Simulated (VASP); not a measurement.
Consider the following.

```yaml
crystal:
  lattice:
    - [3.01626, 0.00000, 0.00000]
    - [0.00000, 3.01626, 0.00000]
    - [0.00000, 0.00000, 3.01626]
  atoms:
    - { symbol: Al, position: [0.50000, 0.50000, 0.50000] }
    - { symbol: Ru, position: [0.00000, 0.00000, 0.00000] }
```

All values below come from revPBE GGA, VASP's PBE PAW potentials (set 64) (plane waves; VASP). Settings: 520 eV cut-off, Gaussian smearing of 0.050 eV, potentials Al Ru_pv.

What does the run give for the band gap (along the path) with the smallest direct gap where there is one?

```json
{
 "band gap (along the path)": "none (metal, semimetal or under 0.01 eV)"
}
```

Only differences to runs with the same potentials and settings are physical.

The compound is RuAl in the CsCl type structure. It was relaxed first. The electron count is odd and the run is not spin-polarised, which forces a metal.
